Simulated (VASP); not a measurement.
# ScPdF3 (Pm-3m) in VASP: notebook, part 2 of 2

VASP 6.6.1. Earlier steps stand in the parts before.

## (3) Single point, PBE

This run uses another cell than the first one, of 11.15 Å³/atom, 0.690 times its volume.

INCAR reads:

```
SYSTEM = ScPdF3
  PREC = Accurate
  ENCUT = 520
  EDIFF = 1E-7
  ISMEAR = 0
  SIGMA = 0.1
  LREAL = .FALSE.
  LASPH = .TRUE.
  NELM = 100
  ALGO = Normal
  ISIF = 2
  LWAVE = .FALSE.
  LCHARG = .TRUE.
  GGA = PE
  LELF = .TRUE.
  LVHAR = .TRUE.
  NBANDS = 29
```

KPOINTS reads:

```
Automatic mesh
0
G
  4 4 4
  0 0 0
```

POSCAR reads:

```
ScPdF3
1.0
    3.8198053900      0.0000000000      0.0000000000
    0.0000000000      3.8198053900      0.0000000000
    0.0000000000      0.0000000000      3.8198053900
Sc Pd F
1 1 3
Direct
    0.5000000000      0.5000000000      0.5000000000
    0.0000000000      0.0000000000      0.0000000000
    0.5000000000      0.0000000000      0.0000000000
    0.0000000000      0.5000000000      0.0000000000
    0.0000000000      0.0000000000      0.5000000000
```

Potentials or basis: VASP PAW PBE potentials, release 64 (Sc_sv, Pd, F).

Run with:

```console
> cat potpaw_PBE.64/Sc_sv/POTCAR potpaw_PBE.64/Pd/POTCAR potpaw_PBE.64/F/POTCAR > POTCAR
> mpirun -np 1 vasp_std > vasp.out
```

OUTCAR:

```text
SYSTEM = ScPdF3
   PREC = Accurate
   ENCUT = 520
   EDIFF = 1E-7
   ISMEAR = 0
   LREAL = .FALSE.
   LASPH = .TRUE.
   NELM = 100
   ISIF = 2
   GGA = PE

 ion  position               nearest neighbor table
   1  0.500  0.500  0.500-   2 3.31   2 3.31   2 3.31   2 3.31   2 3.31   2 3.31   2 3.31   2 3.31

   2  0.000  0.000  0.000-   3 1.91   4 1.91   5 1.91   5 1.91   4 1.91   3 1.91   1 3.31   1 3.31
                             1 3.31   1 3.31   1 3.31   1 3.31   1 3.31   1 3.31
   3  0.500  0.000  0.000-   2 1.91   2 1.91
   4  0.000  0.500  0.000-   2 1.91   2 1.91
   5  0.000  0.000  0.500-   2 1.91   2 1.91

  LATTYP: Found a simple cubic cell.
 ALAT       =     3.8198053900

  Lattice vectors:

 A1 = (   3.8198053900,   0.0000000000,   0.0000000000)
 A2 = (   0.0000000000,   3.8198053900,   0.0000000000)
 A3 = (   0.0000000000,   0.0000000000,   3.8198053900)

Analysis of symmetry for initial positions (statically):
=====================================================================
 Subroutine PRICEL returns:
 Original cell was already a primitive cell.

 Routine SETGRP: Setting up the symmetry group for a
 simple cubic supercell.

 Subroutine GETGRP returns: Found 48 space group operations
 (whereof 48 operations were pure point group operations)
 out of a pool of 48 trial point group operations.

The static configuration has the point symmetry O_h .

Analysis of symmetry for dynamics (positions and initial velocities):
=====================================================================
 Subroutine PRICEL returns:
 Original cell was already a primitive cell.

 Routine SETGRP: Setting up the symmetry group for a
 simple cubic supercell.

 Subroutine GETGRP returns: Found 48 space group operations
 (whereof 48 operations were pure point group operations)
 out of a pool of 48 trial point group operations.

The dynamic configuration has the point symmetry O_h .

 Subroutine INISYM returns: Found 48 space group operations
[... 109 lines left out ...]
  volume/ion in A,a.u.               =      11.15        75.22
  Fermi-wavevector in a.u.,A,eV,Ry     =   1.489761  2.815241 30.196617  2.219389
  Thomas-Fermi vector in A             =   2.602629
   LORBIT       =      0    0 simple, 1 ext, 2 COOP (PROOUT), +10 PAW based schemes
   GGA     = PE    functional components
   LHFCALC =     F    Hartree Fock is set to
   AEXX    =    0.0000 exact exchange contribution
   IVDW    =     0    specifies the selected vdW correction
   LEPSILON=     F    determine dielectric tensor
   LRPA    =     F    only Hartree local field effects (RPA)
 non-spin polarized calculation
 Gauss-broadening in eV      SIGMA  =   0.10
  energy-cutoff  :      520.00
  volume of cell :       55.73
 maximum number of plane-waves:      1516
   NGX = 15   NGY = 15   NGZ = 15

 number of electron      41.9999982 magnetization

 Free energy of the ion-electron system (eV)
  ---------------------------------------------------
  ext. energy  EPLUGINS =         0.00000000
  ---------------------------------------------------
  free energy    TOTEN  =       -19.27518060 eV

  energy without entropy =      -19.25295636  energy(sigma->0) =      -19.26406848

 E-fermi :   8.7490     XC(G=0): -11.5334

 val. band max:        8.7168838432   @ k =   0.5000   0.0000   0.0000
 cond. band min:       8.7534327332   @ k =   0.2500   0.0000   0.0000
 fundamental gap:      0.0365488901
 Fermi energy:         8.7490098357

 k-point     1 :       0.0000    0.0000    0.0000
  band No.  band energies     occupation
      1     -42.5475      2.00000
      2     -21.2067      2.00000
      3     -21.2067      2.00000
      4     -21.2067      2.00000
      5     -19.3283      2.00000
      6     -18.6663      2.00000
[... 309 lines left out ...]
     28      15.3215      0.00000
     29      15.3215      0.00000

------------------------ aborting loop because EDIFF is reached ----------------------------------------

  FORCE on cell =-STRESS in cart. coord.  units (eV):
  Direction    XX          YY          ZZ          XY          YZ          ZX
  --------------------------------------------------------------------------------------
  -------------------------------------------------------------------------------------
  Total       22.3372709     22.3372709     22.3372709     -0.0000000     -0.0000000      0.0000000
  in kB      642.1211617    642.1211617    642.1211617     -0.0000000     -0.0000000      0.0000000
  external PRESSURE =     642.1211617 kB  Pullay stress =       0.0000000 kB

 VOLUME and BASIS-vectors are now :
 -----------------------------------------------------------------------------
  energy-cutoff  :      520.00
  volume of cell :       55.73
      direct lattice vectors                 reciprocal lattice vectors
     3.819805390  0.000000000  0.000000000     0.261793442  0.000000000  0.000000000
     0.000000000  3.819805390  0.000000000     0.000000000  0.261793442  0.000000000
     0.000000000  0.000000000  3.819805390     0.000000000  0.000000000  0.261793442

 POSITION                                       TOTAL-FORCE (eV/Angst)
 -----------------------------------------------------------------------------------
      1.90990      1.90990      1.90990         0.000000      0.000000      0.000000
      0.00000      0.00000      0.00000         0.000000      0.000000      0.000000
      1.90990      0.00000      0.00000         0.000000      0.000000      0.000000
      0.00000      1.90990      0.00000         0.000000      0.000000      0.000000
      0.00000      0.00000      1.90990         0.000000      0.000000      0.000000
 -----------------------------------------------------------------------------------
    total drift:                                0.000000      0.000000     -0.000000

  FREE ENERGIE OF THE ION-ELECTRON SYSTEM (eV)
  ---------------------------------------------------
  free  energy   TOTEN  =       -19.2751806025 eV

  energy  without entropy=      -19.2529563571  energy(sigma->0) =      -19.26406848
```

Wall time 16 s (1 thread of AMD EPYC 9R45 (Zen 5), shared host); peak memory 0.13 GiB.

Results:

- Free energy: -19.2752 eV
- Pressure: 64.2 GPa
- Band gap on the k mesh: none (metal or under the smearing width)

Caveat: the k mesh is coarse (spacing up to 0.41 Å⁻¹), so the values aren't converged; a pressure of tens of GPa on the cell as given is suspect, and the run, the potentials or the cell itself is likely at fault.
